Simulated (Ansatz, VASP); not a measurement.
## Ta2Ti (Ta2Ti in the C11b ordering) in two plane-wave programs

One calculation is typed for both programs; each brings its own data sets. How far apart do they land? The cell is generated by rule, not measured, and may not be a known phase. The cell is taken from a series of runs on this material, whose earlier steps may have relaxed, scaled, displaced or heated it; both programs get it as it stands.

Program: Ansatz 0.2.0. Level of theory: plane waves, with VASP 6.6.1 beside it; relaxation of cell and atoms at PBE and zone-centre phonons at PBE. Results are calculated unless marked as measured.

## Step 1: Starting point

Symmetry: I4/mmm, No. 139, tetragonal system. Conventional cell: a = 3.330 Å, b = 3.330 Å, c = 9.693 Å, α = 90.00°, β = 90.00°, γ = 90.00°. Nearest to Ti lie 10 Ta at 2.87 to 3.20 Å. Nearest to Ta lie 4 Ta at 2.82 Å and 5 Ti at 2.87 to 3.20 Å. Farther neighbours are not listed.

Structure file:

```cif
data_structure
_symmetry_space_group_name_H-M 'P 1'
_symmetry_Int_Tables_number 1
_cell_length_a 3.3304
_cell_length_b 3.3304
_cell_length_c 5.3883
_cell_angle_alpha 71.999
_cell_angle_beta 71.999
_cell_angle_gamma 90.000
_cell_volume 53.75
loop_
_atom_site_label
_atom_site_type_symbol
_atom_site_fract_x
_atom_site_fract_y
_atom_site_fract_z
_atom_site_occupancy
Ti1 Ti 0.00000 0.00000 0.00000 1
Ta2 Ta 0.67010 0.67010 0.65981 1
Ta3 Ta 0.32990 0.32990 0.34019 1
```

## Step 2: VASP: relaxation of cell and atoms, PBE, pair 1

The relaxed volume is the usual yardstick between codes: in a stiff, nearly cubic crystal its relative difference is about their pressure difference at one cell divided by the bulk modulus.

Lines of VASP's logs that name or quote its potential files are left out, and so is its time.

The input, INCAR:

```
SYSTEM = Ta2Ti
PREC = Accurate
ENCUT = 500
EDIFF = 1E-07
NELM = 120
ISMEAR = 1
SIGMA = 0.2
LREAL = .FALSE.
ALGO = Normal
GGA = PE
NBANDS = 23
LASPH = .TRUE.
LORBIT = 11
LWAVE = .FALSE.
LCHARG = .FALSE.
ISIF = 3
IBRION = 2
NSW = 80
EDIFFG = -0.005
GGA_COMPAT = .FALSE.
NELMIN = 4
KPAR = 2
```

The input, POSCAR:

```
Ta2Ti
1.0
    3.3303640000      0.0000000000      0.0000020000
    0.0000000000      3.3303640000      0.0000020000
    1.6651800000      1.6651800000      4.8464270000
Ti Ta
1 2
Direct
    0.0000000000      0.0000000000      0.0000000000
    0.6700965072      0.6700965072      0.6598071775
    0.3299035959      0.3299035959      0.3401926162
```

The input, KPOINTS:

```
Automatic mesh
0
Gamma
8 8 8
0 0 0
```

Potentials, in the order of the species: Ti_sv and Ta_pv (PBE family, release 64).

The run is started by

```bash
$ mpirun -np 2 vasp_std
```

Numbers of over 12 decimals in the logs are rounded to 6 here.

What it wrote:

```text
[banner, memory and clock lines left out]
running    2 mpi-ranks, on    1 nodes
 distrk:  each k-point on    1 cores,    2 groups
 distr:  one band on    1 cores,    1 groups

 POSCAR found type information on POSCAR TiTa
 POSCAR found :  2 types and       3 ions
 LDA part: xc-table for (Slater+PW92), standard interpolation
 POSCAR, INCAR and KPOINTS ok, starting setup
 FFT: planning ... GRIDC
 FFT: planning ... GRID_SOFT
 FFT: planning ... GRID
 WAVECAR not read
 entering main loop
       N       E                     dE             d eps       ncg     rms          rms(c)
DAV:   1     0.333794123934E+03    0.33379E+03   -0.18105E+04  2714   0.160E+03
DAV:   2    -0.146234197759E+02   -0.34842E+03   -0.34098E+03  2910   0.462E+02
DAV:   3    -0.329763947349E+02   -0.18353E+02   -0.17377E+02  4278   0.956E+01
DAV:   4    -0.335922247486E+02   -0.61583E+00   -0.61190E+00  3463   0.148E+01
DAV:   5    -0.336107345289E+02   -0.18510E-01   -0.18501E-01  3961   0.234E+00    0.203E+01
DAV:   6    -0.329623349725E+02    0.64840E+00   -0.19285E+01  3949   0.323E+01    0.131E+01
DAV:   7    -0.317587853276E+02    0.12035E+01   -0.16380E+01  3940   0.317E+01    0.824E+00
DAV:   8    -0.312613959673E+02    0.49739E+00   -0.20667E+00  3407   0.111E+01    0.105E+00
DAV:   9    -0.312528182657E+02    0.85777E-02   -0.17221E-01  4354   0.265E+00    0.698E-01
DAV:  10    -0.312577985514E+02   -0.49803E-02   -0.21144E-02  3546   0.102E+00    0.449E-01
DAV:  11    -0.312544261935E+02    0.33724E-02   -0.11971E-02  3926   0.101E+00    0.141E-01
DAV:  12    -0.312545038768E+02   -0.77683E-04   -0.71006E-04  3736   0.200E-01    0.523E-02
DAV:  13    -0.312545008555E+02    0.30213E-05   -0.64205E-05  3304   0.822E-02    0.224E-02
DAV:  14    -0.312545032896E+02   -0.24341E-05   -0.23222E-05  3639   0.447E-02    0.107E-02
DAV:  15    -0.312545022033E+02    0.10863E-05   -0.38165E-06  4196   0.180E-02    0.458E-03
DAV:  16    -0.312545020050E+02    0.19831E-06   -0.11451E-06  3930   0.952E-03    0.803E-04
DAV:  17    -0.312545019763E+02    0.28759E-07   -0.54321E-08  1903   0.264E-03
   1 F= -.31254502E+02 E0= -.31250934E+02  d E =-.312545E+02
[...]
2 F= -.31255416E+02 E0= -.31252073E+02  d E =-.913774E-03
[...]
3 F= -.31256175E+02 E0= -.31253436E+02  d E =-.167269E-02
[...]
4 F= -.31255767E+02 E0= -.31253436E+02  d E =0.407348E-03
 trial-energy change:    0.000407  1 .order    0.000398   -0.000859    0.001656
 step:   0.3929(harm=  0.3985)  dis= 0.00056  next Energy=   -31.256319 (dE=-0.144E-03)
 bond charge predicted
       N       E                     dE             d eps       ncg     rms          rms(c)
DAV:   1    -0.312613781043E+02   -0.56109E-02   -0.19047E-01  2985   0.470E+00    0.610E-01
DAV:   2    -0.312590057744E+02    0.23723E-02   -0.32392E-02  3892   0.177E+00    0.337E-01
DAV:   3    -0.312570996341E+02    0.19061E-02   -0.17178E-02  3913   0.118E+00    0.235E-01
DAV:   4    -0.312562052933E+02    0.89434E-03   -0.38447E-03  3988   0.566E-01    0.590E-02
DAV:   5    -0.312562724797E+02   -0.67186E-04   -0.58231E-04  3710   0.114E-01    0.440E-02
DAV:   6    -0.312562984800E+02   -0.26000E-04   -0.22287E-05  3671   0.260E-02    0.300E-02
DAV:   7    -0.312563174671E+02   -0.18987E-04   -0.49155E-05  3809   0.486E-02    0.438E-03
DAV:   8    -0.312563181998E+02   -0.73276E-06   -0.39367E-06  3622   0.135E-02    0.372E-03
DAV:   9    -0.312563184179E+02   -0.21805E-06   -0.68963E-07  3487   0.693E-03    0.106E-03
DAV:  10    -0.312563183571E+02    0.60774E-07   -0.38691E-08  1711   0.203E-03
   5 F= -.31256318E+02 E0= -.31253716E+02  d E =-.143689E-03
 curvature:  -0.34 expect dE=-0.820E-06 dE for cont linesearch -0.633E-08
 trial: gam=-0.03641 g(F)=  0.196E-06 g(S)=  0.221E-05 ort = 0.484E-05 (trialstep = 0.101E+01)
 search vector abs. value=  0.372E-05
 reached required accuracy - stopping structural energy minimisation
```

OUTCAR, selected parts (step 2):

```text
ion  position               nearest neighbor table
   1  0.000  0.000  0.000-   3 2.87   3 2.87   3 2.87   3 2.87   2 2.87   2 2.87   2 2.87   2 2.87
                             2 3.20   3 3.20
   2  0.670  0.670  0.660-   3 2.82   3 2.82   3 2.82   3 2.82   1 2.87   1 2.87   1 2.87   1 2.87
                             1 3.20   3 3.30
   3  0.330  0.330  0.340-   2 2.82   2 2.82   2 2.82   2 2.82   1 2.87   1 2.87   1 2.87   1 2.87
                             1 3.20   2 3.30

  LATTYP: Found a body centered tetragonal cell.
 ALAT       =     3.3303640000
 C/A-ratio  =     2.9104476267

 Subroutine GETGRP returns: Found 16 space group operations
 (whereof 16 operations were pure point group operations)

The static configuration has the point symmetry D_4h.

 Found     59 irreducible k-points:

   k-points           NKPTS =     59   k-points in BZ     NKDIM =     59   number of bands    NBANDS=     23

   dimension x,y,z NGX =    24 NGY =   24 NGZ =   40
   dimension x,y,z NGXF=    48 NGYF=   48 NGZF=   80

   ENCUT  =  500.0 eV  36.75 Ry    6.06 a.u.   6.07  6.07  9.82*2*pi/ulx,y,z

   NELECT =      34.0000    total number of electrons

 k-points in reciprocal lattice and weights: Automatic mesh
   0.00000000  0.00000000  0.00000000       0.002
   0.12500000  0.00000000  0.00000000       0.016
   0.25000000  0.00000000  0.00000000       0.016
   0.37500000  0.00000000  0.00000000       0.016
   0.50000000  0.00000000  0.00000000       0.008
   0.12500000  0.12500000  0.00000000       0.016
   0.25000000  0.12500000  0.00000000       0.031
   0.37500000  0.12500000  0.00000000       0.031
   0.50000000  0.12500000  0.00000000       0.031
[...]
-0.12500000 -0.12500000  0.37500000       0.008
   0.00000000  0.00000000  0.50000000       0.002

 average (electrostatic) potential at core
       1 -74.0345       2 -35.7508       3 -35.7508

 E-fermi :   6.2915

 k-point     1 :       0.0000    0.0000    0.0000
  band No.  band energies     occupation
    ...
     11      -1.0316      2.00000
     12       3.4701      2.00000
     13       3.6694      2.00000
     14       4.4061      2.00000
     15       4.8997      2.00000
     16       7.0266     -0.00000
     17       7.2000     -0.00000
     18       7.2000     -0.00000
     19       8.4413     -0.00000
     20       8.4413     -0.00000
    ...

 k-point     2 :       0.1250    0.0000    0.0000
  band No.  band energies     occupation
    ...
     11      -0.6814      2.00000
     12       3.4636      2.00000
     13       3.8809      2.00000
     14       4.3688      2.00000
     15       5.0430      2.00000
     16       6.9173     -0.00009
     17       7.1608     -0.00000
     18       7.3359     -0.00000
     19       7.5587     -0.00000
     20       8.1361     -0.00000
    ...

 k-point     3 :       0.2500    0.0000    0.0000
  band No.  band energies     occupation
    ...
     12       3.2010      2.00000
     13       3.9638      2.00000
     14       4.6354      2.00000
     15       5.7237      2.00045
     16       6.1982      1.70240
     17       6.6663     -0.02353
     18       6.9864     -0.00001
     19       7.4519     -0.00000
     20       8.0302     -0.00000
     21       8.0323     -0.00000
    ...

  Total        0.0082764      0.0082764      0.0007306      0.0000000      0.0000000      0.0000000
  in kB        0.2470952      0.2470952      0.0218130      0.0000000      0.0000001      0.0000001
  external PRESSURE =       0.1720012 kB  Pullay stress =       0.0000000 kB

  energy-cutoff  :      500.00
  volume of cell :       53.66
      direct lattice vectors                 reciprocal lattice vectors
     3.311308853 -0.000000000  0.000001995     0.301995449  0.000000062 -0.102159823
    -0.000000000  3.311308853  0.000001995     0.000000062  0.301995449 -0.102159823
     1.655652401  1.655652401  4.894287953    -0.000000123 -0.000000123  0.204319896

 POSITION                                       TOTAL-FORCE (eV/Angst)
 -----------------------------------------------------------------------------------
      0.00000      0.00000      0.00000         0.000000      0.000000      0.000000
      3.31131      3.31131      3.23349         0.000000      0.000000     -0.001426
      1.65565      1.65565      1.66080        -0.000000     -0.000000      0.001426
 -----------------------------------------------------------------------------------
    total drift:                                0.000000      0.000000      0.000245

  FREE ENERGIE OF THE ION-ELECTRON SYSTEM (eV)
  ---------------------------------------------------
  free  energy   TOTEN  =       -31.2563183571 eV

  energy  without entropy=      -31.2485115572  energy(sigma->0) =      -31.25371609

 reached required accuracy - stopping structural energy minimisation

 total charge
# of ion       s       p       d       tot
------------------------------------------
    1        2.231   6.145   1.915  10.291
    2        0.378   6.146   2.384   8.909
    3        0.378   6.146   2.384   8.909
--------------------------------------------------
tot          2.988  18.438   6.683  28.109

[... 3 further parts left out ...]
```

The run keeps the 16 symmetry operations of its start, so it cannot find a distortion of lower symmetry.

## Step 3: Ansatz: relaxation of cell and atoms, PBE, pair 1

Ansatz runs on its default PAW (the set named soft_2) files.

The same cell, functional, mesh and smearing now go to Ansatz, which takes its cutoff from its data sets.

The input, input.yaml:

```yaml
crystal:
  lattice:
    - [3.3303643153, 0.0, 1.6819e-06]
    - [0.0, 3.3303643153, 1.6819e-06]
    - [1.6651797102, 1.6651797102, 4.8464265502]
  atoms:
    - { symbol: Ti, position: [0.0, 0.0, 0.0] }
    - { symbol: Ta, position: [0.6700963603, 0.6700963603, 0.6598072795] }
    - { symbol: Ta, position: [0.3299036397, 0.3299036397, 0.3401927205] }
kpoints:
  mp_grid: { grid: [8, 8, 8] }
hamiltonian:
  xc: pbe
scf:
  occupations: { method: methfessel_paxton, width: 0.2 }
output:
  forces: true
  stress: true
  eigenvalues: true
relax:
  adjacent_minimum: "off"
  f_tol: 0.001
  max_steps: 60
  cell: { stress_tol: 0.01 }
```

The run is started by

```bash
$ ansatz run input.yaml --threads 4 --pin off --max-ram 8192MiB --backend cpu --events-out ev --progress --plain --runs-dir out
```

What it wrote:

```text
Engine: ansatz 0.2.0, aarch64-unknown-linux-gnu
Pseudopotentials: kind: paw
Pseudopotential: Ti, paw, valence charge 12, recommended cutoff 420 eV (normal), Ti.paw.azcp
Pseudopotential: Ta, paw, valence charge 13, recommended cutoff 420 eV (normal), Ta.paw.azcp
Functional definition: PBE
  parameter kappa = 0.804
  parameter beta = 0.066725
  exchange = pbe_x(kappa = kappa, mu = beta*pi^2/3)
  correlation = pbe_c(beta = beta)
Crystal: 3 atoms, lattice volume = 53.753 Å³
Basis set: ecut = 420 eV, 1045 PW (Γ), exchange–correlation on 48×48×80 points (8 copies of the dense FFT grid, shifted against one another)
Bands: 23, of which v1, the nominal top of the filled ones, is band 19 counted from 1 (18 counted from 0)
Symmetry: 16 space group operations
Space group: I4/mmm (ITA 139), of the structure as read, at distance tolerance 3.8e-5 Å
k-points: 59 of 512
Non-local potential: Ti, projectors of the file, l = 0: 3, l = 1: 2, l = 2: 3, l = 3: 1
Non-local potential: Ta, projectors of the file, l = 0: 3, l = 1: 2, l = 2: 2, l = 3: 1
PAW form: soft (Blöchl's): semilocal exchange-correlation on the pseudo side does not see the compensation charge
PAW one-centre angular grid: Ti, 590 points (default); XC on 64 Gauss nodes
PAW one-centre angular grid: Ta, 590 points (default); XC on 64 Gauss nodes
Initial density: superposition of atomic densities (neutral atoms: chi_scale 0, normalization atom), corrected by the library's trained network
Initial wavefunctions: pseudopotential atomic-orbital guess
Functional: x = pbe(κ = 0.804, μ = 0.219515), c = pbe(β = 0.066725)
SCF iter   1: F=—  HF=-22363.971596 eV  |F-HF|=—  |Δ(HF+E_count)|=         —  Δρ=1.05e-2  dr2=1.37e-1  ethr=1.77e-3  ⟨swp⟩=4.1  Hψ=5386  notcnv=0
preconditioner: auto → Kerker (q_TF=auto, 2.575 Å⁻¹)  [metal: Δε(μ)=0.014 eV  Ē_g=3.419 eV  σ=0.200 eV  W_gap=0.06  n_scr=10 (ndim 8)  ℏωp=19.0 eV  f_vac=0.000  D(μ)=6.14/eV (n_scr^D=78)]
SCF iter   2: F=—  HF=-22363.962131 eV  |F-HF|=—  |Δ(HF+E_count)|=   9.47e-3  S|Δr|=    0.00e0  Δρ=4.25e-3  dr2=2.17e-2  ethr=3.59e-4  ⟨swp⟩=1.0  Hψ=1829  notcnv=0
SCF iter   3: F=—  HF=-22363.960335 eV  |F-HF|=—  |Δ(HF+E_count)|=   1.80e-3  S|Δr|=    0.00e0  Δρ=7.59e-4  dr2=2.49e-4  ethr=5.72e-5  ⟨swp⟩=2.0  Hψ=1541  notcnv=0
SCF iter   4: F=—  HF=-22363.960341 eV  |F-HF|=—  |Δ(HF+E_count)|=   5.42e-6  S|Δr|=    0.00e0  Δρ=1.52e-4  dr2=1.24e-5  ethr=6.56e-7  ⟨swp⟩=2.0  Hψ=1687  notcnv=0
SCF iter   5: F=—  HF=-22363.960344 eV  |F-HF|=—  |Δ(HF+E_count)|=   3.66e-6  S|Δr|=    0.00e0  Δρ=2.76e-5  dr2=5.42e-7  ethr=3.27e-8  ⟨swp⟩=2.0  Hψ=1656  notcnv=0
SCF iter   6: F=-22363.960344 eV  HF=-22363.960344 eV  |F-HF|=5.41e-9  |Δ(HF+E_count)|=   1.86e-8  S|Δr|=    0.00e0  Δρ=4.76e-6  dr2=9.98e-9  ethr=2.63e-10  ⟨swp⟩=5.5  Hψ=5565  notcnv=0
SCF 1 converged in 6 iterations: F = -22363.960344 eV  dr2 = 9.98e-9
  greatest PAW one-centre occupation: 0.999 electrons in one spin orbital (limit 2), on the Ta atom at site 2 (counted from 0), in its partial waves of l = 0
relax step   1: F+E_penalty+E_count = -22363.96034429 eV  Δ(F+E_penalty+E_count) = +0.000e0 eV  max|allowed force component| = 1.829e-2 eV/Å  Δτ_max = 0.0000 Å  P = -0.044 GPa  Ω = 53.753 Å³  (6 SCF iters, dr2 threshold 1.00e-7 eV, accepted)
[...]
relax step   4: F+E_penalty+E_count = -22363.96216723 eV  Δ(F+E_penalty+E_count) = -2.028e-7 eV  max|allowed force component| = 1.474e-4 eV/Å  Δτ_max = 0.0002 Å  P = -0.006 GPa  Ω = 53.690 Å³  energy of the carried Pulay correction = +1.645e-5 eV  (7 SCF iters, accepted)
[...]
relax step   5: F+E_penalty+E_count = -22363.96216955 eV  Δ(F+E_penalty+E_count) = -2.320e-6 eV  max|allowed force component| = 1.999e-4 eV/Å  Δτ_max = 0.0000 Å  P = +0.033 GPa  Ω = 53.677 Å³  energy of the carried Pulay correction = +1.982e-5 eV  (3 SCF iters, dr2 threshold 2.66e-10 eV, rejected (line search))
[...]
relax step   6: F+E_penalty+E_count = -22363.96216783 eV  Δ(F+E_penalty+E_count) = -5.952e-7 eV  max|allowed force component| = 2.344e-6 eV/Å  Δτ_max = 0.0000 Å  P = -0.000 GPa  Ω = 53.688 Å³  energy of the carried Pulay correction = +1.695e-5 eV  (5 SCF iters, accepted)
[...]
relax step   7: F+E_penalty+E_count = -22363.96216196 eV  Δ(F+E_penalty+E_count) = +5.864e-6 eV  max|allowed force component| = 5.990e-7 eV/Å  Δτ_max = 0.0000 Å  P = -0.000 GPa  Ω = 53.688 Å³  stress off target by 4.68e-3 GPa  SCF on the basis re-selected at this cell (its energy is not comparable with the rows above)  (5 SCF iters)
basis re-selected at this cell: Δ(F+E_penalty+E_count) = +5.864e-6 eV, ΔP = -0.000 GPa vs the last step (what re-selecting the basis moved, of the pressure what is left beyond the Pulay correction that the steps carried, after the strain that the cell walked since its last selection, with what the two solves' SCF thresholds leave and, on support functions, any second-order correction that the steps lacked; it is no m [...]
SCF converged after 5 iterations
Stability not checked: this state was not tested for a lower state beside it, because cold or Methfessel-Paxton smearing, or corrected tetrahedra, fill the levels in a way that the test cannot read (fill_not_monotonic; see scf.lower_state_search)
Free energy (F): -22363.962162 eV
Harris-Foulkes:  -22363.962162 eV  (|F-HF|=3.64e-12)
Internal energy: -22363.954340 eV  (E = F + TS)
E sigma→0 (E₀):  -22363.960207 eV
Entropy (-TS):   -0.007822 eV (-2.607 meV/atom)
Fermi energy:    16.744386 eV
--- Per-component energies (eV) ---
  E_band       = -369.770652
  E_kinetic    = 1004.099324
  E_local      = -1921.867264  (includes V_loc(G=0)·N_el)
  E_nonlocal   = 37.614616
  E_hartree    = 718.339023
  E_xc         = -534.171836
  E_vxc        = -529.782725  (∫ρ·V_xc dr)
  E_paw        = -17840.682067  (= ΣΔE_a)
  E_vpaw       = -396.513072  (= ΣTr[D̂ρ^β])
  E_aug_tail   = 0.000431  (compensation charges beyond the density's cutoff)
  E_ewald      = -3827.286567
  E_smearing   = -0.007822  (= −TS)
  E_closure    = -0.000000  (closes the sum)
  Σ components = -22363.962162   (vs F -22363.962162, Δ=0.00e0)
--- Forces (eV/Å), atoms counted from 1 ---
  atom   1  Ti    -0.00000000     0.00000000     0.00000000
  atom   2  Ta    -0.00000000    -0.00000000     0.00000060
  atom   3  Ta     0.00000000     0.00000000    -0.00000060
  max |Σ_I F_I| component: 0.00e0 eV/Å
--- Stress (GPa, compression-positive) ---
       -0.002703       0.000000      -0.000000
        0.000000      -0.002703      -0.000000
       -0.000000      -0.000000       0.004677
  P = ⅓ Tr σ = -0.0002 GPa (-0.002 kbar)
--- Band table (eV; the first three rows and the last of 59) ---
  k-point 0: bands = [... 15 lower, 14.8585, 15.3557, 17.4780, 17.6546, 17.6546, 18.8946, 18.8946, 19.1944]
  k-point 1: bands = [... 15 lower, 14.6204, 15.6656, 17.5404, 17.6267, 17.6267, 18.4007, 18.4007, 19.8599]
  k-point 2: bands = [... 15 lower, 14.0985, 16.3331, 17.5586, 17.5586, 17.7254, 17.9629, 17.9629, 19.4327]
  k-point 58: bands = [... 15 lower, 15.3154, 15.8882, 15.9646, 15.9646, 17.4746, 17.4746, 19.7749, 19.8790]
--- Relaxed structure (6 steps of the walk, 4 accepted, 1 SCFs on fresh bases) ---
  F+E_penalty+E_count = -22363.96216196 eV   max|allowed force component| = 5.990e-7 eV/Å   (the final SCF, on the basis selected at the relaxed cell)
  cell:  # Å, volume = 53.6883 Å³
    - [3.311960, -4.2233319361633814e-13, 1.67257432979792e-6]
    - [-4.2233319361679373e-13, 3.311960, 1.672574329798825e-6]
    - [1.655977, 1.655977, 4.894516]
  atoms:
    - { symbol: Ti, position: [0, 0, 0] }
    - { symbol: Ta, position: [0.669768, 0.669768, 0.660465] }
    - { symbol: Ta, position: [0.330232, 0.330232, 0.339535] }
```

The column dr2 measures how far the density is from self-consistency, as an energy; F and HF (Harris–Foulkes) agree once it is small.

## Step 4: Comparison

Known differences besides the potentials themselves: the data sets hold 38 valence electrons in Ansatz (on its default PAW (the set named soft_2) files) and 34 in VASP; the cutoff is 420 eV in Ansatz and 500 eV in VASP; Ansatz adds a Pulay correction to the stress that steers its cell, VASP none. Total energies have different zeros and are not compared.

The two programs side by side:

| quantity | Ansatz | VASP | difference |
| --- | --- | --- | --- |
| volume (Å³) | 53.69 | 53.66 | +0.04 % |
| edge a after relaxation, in the typed setting (Å) | 3.312 | 3.311 | +0.02 % |
| edge c after relaxation, in the typed setting (Å) | 5.426 | 5.426 | +0.01 % |

[end of part 1 of 2]

[Lines on the potential files, build, host, timing and source positions are cut from VASP's logs without a mark.]

[Logs are printed without paths, hosts, clocks, repeated set-up lines and the standing remarks that a program may print on its own settings, such as how far it seeks lower states.]

[Hosts, paths, dates, database ids (printed as entryN), source tags and the programs' standing remarks are cut or masked in the printed files.]
